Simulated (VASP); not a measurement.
Here is the system:

```xyz
5
Lattice="4.0579 0.0000 0.0000 0.0000 4.0579 0.0000 0.0000 0.0000 4.0579" Properties=species:S:1:pos:R:3 pbc="T T T"
K      0.0000     0.0000     0.0000
Zn     2.0290     2.0290     2.0290
F      2.0290     0.0000     2.0290
F      0.0000     2.0290     2.0290
F      2.0290     2.0290     0.0000
```

Method: PBEsol GGA, VASP's PBE PAW potentials (set 64) (plane waves; VASP). Numerical set-up: 520 eV cut-off, 6×6×6 Γ-centred mesh, tetrahedra with Blöchl corrections, potentials K_sv Zn F.

**Question.** What does the run give for the energy per atom (σ→0), band gap (on the k-mesh) with the smallest direct gap where there is one?

**Answer.** 
```yaml
band gap (on the k-mesh): 3.62 eV
smallest direct gap (on the k-mesh): 5.45 eV
energy per atom (σ→0): -4.268 eV/atom
```

Total energies compare only between runs with the same potentials, cut-off and functional.

The compound is KZnF3 in the cubic perovskite structure. It was relaxed first.
